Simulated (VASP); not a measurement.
# F on Cu(100): which site?, part 3 of 6

Aim: adsorption energies of F on the high-symmetry sites of Cu(100), at a coverage of 1/4.

VASP 6.6.1, plane waves and PAW; the level of theory is named at each step.

So far. Step 2 (The bulk reference): Energy at zero smearing: -3.25515 eV. Step 3 (Relaxing the slab): The run ended after 7 ionic steps, 0.022 eV below its first step, once the forces on the free atoms met EDIFFG = -0.03.

### 4. Potential and states of the slab

Level of this step: RPBE; plane waves and PAW (Cu) (VASP).

A static run writes the electrostatic potential without exchange and correlation (LVHAR), which is flat in the vacuum and gives the level to count from. The dipole correction cancels the field that unlike faces would set up across the vacuum.

File INCAR:

```
SYSTEM = Cu
PREC = Normal
ENCUT = 440
EDIFF = 1E-06
NELM = 120
ISMEAR = 1
SIGMA = 0.15
LREAL = Auto
ALGO = Fast
GGA = RP
NBANDS = 109
LASPH = .TRUE.
LORBIT = 11
LWAVE = .FALSE.
LCHARG = .FALSE.
KPAR = 2
NCORE = 2
IDIPOL = 3
LDIPOL = .TRUE.
DIPOL = 0.5 0.5 0.5
LVHAR = .TRUE.
LVACPOTAV = .TRUE.
NEDOS = 1500
```

File POSCAR:

```
Cu
1.0
    5.2047758264      0.0000000000      0.0000000000
    0.0000000000      5.2047758264      0.0000000000
    0.0000000000      0.0000000000     20.5204984221
Cu
16
Selective dynamics
Direct
    0.2500000000      0.2500000000      0.3654882000  F F F
    0.7500000000      0.2500000000      0.3654882000  F F F
    0.2500000000      0.7500000000      0.3654882000  F F F
    0.7500000000      0.7500000000      0.3654882000  F F F
    0.0000000000      0.0000000000      0.4551627300  F F F
    0.5000000000      0.0000000000      0.4551627300  F F F
    0.0000000000      0.5000000000      0.4551627300  F F F
    0.5000000000      0.5000000000      0.4551627300  F F F
    0.2500000000      0.2500000000      0.5461515398  T T T
    0.7500000000      0.2500000000      0.5461515398  T T T
    0.2500000000      0.7500000000      0.5461515398  T T T
    0.7500000000      0.7500000000      0.5461515398  T T T
    0.0000000000      0.0000000000      0.6332724412  T T T
    0.5000000000      0.0000000000      0.6332724412  T T T
    0.0000000000      0.5000000000      0.6332724412  T T T
    0.5000000000      0.5000000000      0.6332724412  T T T
```

File KPOINTS:

```
Automatic mesh
0
Gamma
5 5 1
0 0 0
```

The projector-augmented-wave data sets are Cu (PBE family, release 64).

On the command line:

```console
mpirun -np 4 vasp_std
```

What it wrote:

```text
[... set-up lines as in an earlier step ...]
 entering main loop
       N       E                     dE             d eps       ncg     rms          rms(c)
DAV:   1     0.153915994067E+04    0.15392E+04   -0.67304E+04  1308   0.176E+03
DAV:   2     0.123599451166E+03   -0.14156E+04   -0.13660E+04  1308   0.401E+02
DAV:   3    -0.496375245075E+02   -0.17324E+03   -0.15797E+03  1349   0.192E+02
DAV:   4    -0.580601990861E+02   -0.84227E+01   -0.82524E+01  1456   0.576E+01
DAV:   5    -0.582686086568E+02   -0.20841E+00   -0.20763E+00  1512   0.743E+00    0.263E+01
RMM:   6    -0.526792762736E+02    0.55893E+01   -0.12192E+02  1399   0.871E+01    0.152E+01
RMM:   7    -0.478534178293E+02    0.48259E+01   -0.25616E+01  1353   0.436E+01    0.233E+00
RMM:   8    -0.479106475135E+02   -0.57230E-01   -0.19716E+00  1438   0.660E+00    0.238E+00
RMM:   9    -0.478759343865E+02    0.34713E-01   -0.59537E-01  1441   0.494E+00    0.670E-01
RMM:  10    -0.478938423242E+02   -0.17908E-01   -0.23025E-01  1701   0.176E+00    0.707E-01
RMM:  11    -0.478738460722E+02    0.19996E-01   -0.27216E-02  1439   0.105E+00    0.344E-01
RMM:  12    -0.478684676792E+02    0.53784E-02   -0.11842E-02  1471   0.657E-01    0.257E-01
RMM:  13    -0.478662598562E+02    0.22078E-02   -0.78253E-03  1452   0.545E-01    0.202E-01
RMM:  14    -0.478644655390E+02    0.17943E-02   -0.46381E-03  1464   0.411E-01    0.731E-02
RMM:  15    -0.478640455513E+02    0.41999E-03   -0.18540E-03  1714   0.182E-01    0.506E-02
RMM:  16    -0.478639961340E+02    0.49417E-04   -0.94101E-04  1514   0.112E-01    0.414E-02
RMM:  17    -0.478642051821E+02   -0.20905E-03   -0.21477E-04  1474   0.751E-02    0.190E-02
RMM:  18    -0.478645110747E+02   -0.30589E-03   -0.11082E-04  1492   0.431E-02    0.102E-02
RMM:  19    -0.478645423639E+02   -0.31289E-04   -0.35085E-05  1510   0.270E-02    0.400E-03
RMM:  20    -0.478646181867E+02   -0.75823E-04   -0.29927E-05  1455   0.193E-02    0.650E-03
RMM:  21    -0.478646489816E+02   -0.30795E-04   -0.80141E-06  1368   0.185E-02    0.196E-03
RMM:  22    -0.478647081754E+02   -0.59194E-04   -0.50696E-06  1072   0.939E-03    0.257E-03
RMM:  23    -0.478647279663E+02   -0.19791E-04   -0.14218E-06   914   0.687E-03    0.796E-04
RMM:  24    -0.478647395084E+02   -0.11542E-04   -0.81155E-07   904   0.370E-03    0.916E-04
RMM:  25    -0.478647422141E+02   -0.27057E-05   -0.32135E-07   846   0.380E-03    0.592E-04
RMM:  26    -0.478647426983E+02   -0.48424E-06   -0.95883E-08   825   0.180E-03
 -----------------------------------------------------------------------------
|                                                                             |
|           W    W    AA    RRRRR   N    N  II  N    N   GGGG   !!!           |
|           W    W   A  A   R    R  NN   N  II  NN   N  G    G  !!!           |
|           W    W  A    A  R    R  N N  N  II  N N  N  G       !!!           |
|           W WW W  AAAAAA  RRRRR   N  N N  II  N  N N  G  GGG   !            |
|           WW  WW  A    A  R   R   N   NN  II  N   NN  G    G                |
|           W    W  A    A  R    R  N    N  II  N    N   GGGG   !!!           |
|                                                                             |
|     Did not find any points to average over, which means that no vacuum     |
|     field-free region was found. Please increase the size of  your cell     |
|     in the dimension of the dipole correction to obtain accurate            |
|     workfunction values.                                                    |
|                                                                             |
 -----------------------------------------------------------------------------

   1 F= -.47864743E+02 E0= -.47862336E+02  d E =-.722052E-02
```

Run time: 39 s. Hardware: 4 MPI ranks of AMD EPYC 9R45, shared host; peak memory 0.92 GiB.

Parts of OUTCAR (step 4):

```text
 Subroutine GETGRP returns: Found  8 space group operations
 (whereof  8 operations were pure point group operations)

The static configuration has the point symmetry C_4v.

 Found      6 irreducible k-points:

   NELECT =     176.0000    total number of electrons

 dipolmoment           0.000000      0.000000     -0.002618 electrons x Angstroem

 E-fermi :  -0.1545

 k-point     1 :       0.0000    0.0000    0.0000
  band No.  band energies     occupation
    ...
     88      -0.4622      2.01348
     89      -0.1906      1.39462
     90      -0.1906      1.39462
     91      -0.1624      1.08911
     92      -0.1624      1.08911
     93       1.0568     -0.00000
     94       2.3108     -0.00000
     95       2.3108     -0.00000
     96       2.9810      0.00000
     97       2.9810      0.00000
    ...

 k-point     2 :       0.2000    0.0000    0.0000
  band No.  band energies     occupation
    ...
     84      -1.4172      2.00000
     85      -1.3951      2.00000
     86      -0.2361      1.78646
     87      -0.2334      1.76793
     88      -0.1762      1.24228
     89       0.0022     -0.05833
     90       0.2049     -0.00364
     91       0.2219     -0.00222
     92       1.4634     -0.00000
     93       1.4814     -0.00000
    ...

  Total       -5.8055140     -5.8055140     -3.0615710      0.0000000      0.0000000     -0.0000000
  in kB      -16.7324406    -16.7324406     -8.8239483      0.0000000      0.0000000     -0.0000000
  external PRESSURE =     -14.0962765 kB  Pullay stress =       0.0000000 kB

 POSITION                                       TOTAL-FORCE (eV/Angst)
 -----------------------------------------------------------------------------------
      1.30119      1.30119      7.50000         0.000000     -0.000000      0.192718
      3.90358      1.30119      7.50000         0.000000     -0.000000      0.192718
      1.30119      3.90358      7.50000        -0.000000      0.000000      0.192718
      3.90358      3.90358      7.50000         0.000000      0.000000      0.192718
      0.00000      0.00000      9.34017        -0.000000      0.000000     -0.145423
      2.60239      0.00000      9.34017        -0.000000      0.000000     -0.145423
      0.00000      2.60239      9.34017        -0.000000     -0.000000     -0.145423
      2.60239      2.60239      9.34017         0.000000      0.000000     -0.145423
      1.30119      1.30119     11.20730         0.000000      0.000000     -0.018838
      3.90358      1.30119     11.20730        -0.000000      0.000000     -0.018838
      1.30119      3.90358     11.20730         0.000000     -0.000000     -0.018838
      3.90358      3.90358     11.20730         0.000000     -0.000000     -0.018838
      0.00000      0.00000     12.99507         0.000000      0.000000     -0.028457
      2.60239      0.00000     12.99507         0.000000      0.000000     -0.028457
      0.00000      2.60239     12.99507        -0.000000      0.000000     -0.028457
      2.60239      2.60239     12.99507        -0.000000      0.000000     -0.028457
 -----------------------------------------------------------------------------------
    total drift:                                0.000000      0.000000     -0.009358

  FREE ENERGIE OF THE ION-ELECTRON SYSTEM (eV)
  ---------------------------------------------------
  free  energy   TOTEN  =       -47.8647426983 eV

  energy  without entropy=      -47.8575221791  energy(sigma->0) =      -47.86233586

 vacuum level on the upper side and lower side of the slab         4.138         4.156

 total charge
# of ion       s       p       d       tot
------------------------------------------
    1        0.424   0.228   9.211   9.863
    2        0.424   0.228   9.211   9.863
    3        0.424   0.228   9.211   9.863
    4        0.424   0.228   9.211   9.863
    5        0.418   0.335   9.171   9.924
    6        0.418   0.335   9.171   9.924
    7        0.418   0.335   9.171   9.924
    8        0.418   0.335   9.171   9.924
    9        0.423   0.344   9.171   9.938
   10        0.423   0.344   9.171   9.938
   11        0.423   0.344   9.171   9.938
   12        0.423   0.344   9.171   9.938
   13        0.428   0.238   9.211   9.877
   14        0.428   0.238   9.211   9.877
   15        0.428   0.238   9.211   9.877
   16        0.428   0.238   9.211   9.877
--------------------------------------------------
tot          6.772   4.583 147.059 158.414

[... 7 parts as in an earlier step ...]

[... 5 further parts left out ...]
```

Numbers from this step:

```yaml
electronic_cycles: 26
fermi_energy: -0.1545 eV
dipole_moment: 0, 0, -0.002618 e·Å
vacuum_levels: 4.138, 4.156 eV
work_functions_of_the_upper_and_lower_face: 4.292, 4.310 eV
```

The planar average of the electrostatic potential oscillates, so the rows of the table below give means over windows of 1 Å about each position, cut where the curve ends. Its maxima inside the range that stand out by 2 % of the span (Å: eV): 8.5: -1.06, 10.3: -0.789, 12.1: -1.65. Its minima: 7.5: -12.0, 9.3: -12.1, 11.2: -12.2, 13.0: -12.0.

Zero at the Fermi level. Planar average of the electrostatic potential against height; means over each step:

height (Å), planar average of the electrostatic potential (eV) and a bar from the least value:
```
        0        4.3 ##############################
        1        4.3 ##############################
        2        4.3 ##############################
        3        4.3 ##############################
        4        4.3 ##############################
        5        4.2 ##############################
        6        3.3 ############################
        7       -5.9 #########
        8       -6.5 #######
        9       -8.3 ###
       10       -5.0 ##########
       11       -9.4 #
       12       -4.8 ###########
       13      -10.0 
       14        0.5 ######################
       15        4.0 #############################
       16        4.3 ##############################
       17        4.3 ##############################
       18        4.3 ##############################
       19        4.3 ##############################
       20        4.3 ##############################
```

Density of states in the PAW spheres, an atom over height of the layer and energy from the Fermi level.

Ten even steps from '_' (0.01 states/eV) to '@' (5.59 states/eV), each cell a mean:
```
________
________
________
________
........
@@****@@
@@****@@
%%++==%%
++**##++
--++==--
::====::
..====..
__..::__
________
________
________
________
________
________
________
________
________
```
Columns: height of the layer (Å) from 7.5 to 13; rows upwards: energy from the Fermi level (eV) from -7.9 to 0.5.

Force by atom:

```
atom  x (eV/Å)  y (eV/Å)  z (eV/Å)   size
 Cu1     0.000     0.000     0.193  0.193
 Cu2     0.000     0.000     0.193  0.193
 Cu3     0.000     0.000     0.193  0.193
 Cu4     0.000     0.000     0.193  0.193
 Cu5     0.000     0.000    -0.145  0.145
 Cu6     0.000     0.000    -0.145  0.145
 Cu7     0.000     0.000    -0.145  0.145
 Cu8     0.000     0.000    -0.145  0.145
 Cu9     0.000     0.000    -0.019  0.019
Cu10     0.000     0.000    -0.019  0.019
Cu11     0.000     0.000    -0.019  0.019
Cu12     0.000     0.000    -0.019  0.019
Cu13     0.000     0.000    -0.028  0.028
Cu14     0.000     0.000    -0.028  0.028
Cu15     0.000     0.000    -0.028  0.028
Cu16     0.000     0.000    -0.028  0.028
```

The map of layer states is cut here 0.5 eV above the Fermi level, so it leaves out the states above that.

The vacuum level lies 4.29 eV above the Fermi level at the upper face; both faces agree, as the slab has next to no dipole.

The program found no field-free point at its default tolerance, but its printed level agrees with the flat part of the planar average.

On this mesh the fine structure of the density of states is sampling noise, and high empty states may be cut by the number of bands.

[end of part 3 of 6]

[Lines on the potential files, build, host, timing and source positions are cut from VASP's logs without a mark.]

[Logs are printed without paths, hosts, clocks, repeated set-up lines and the standing remarks that a program may print on its own settings, such as how far it seeks lower states.]

[Hosts, paths, dates, database ids (printed as entryN), source tags and the programs' standing remarks are cut or masked in the printed files.]

[Runs that stopped without an error message from VASP are left out.]
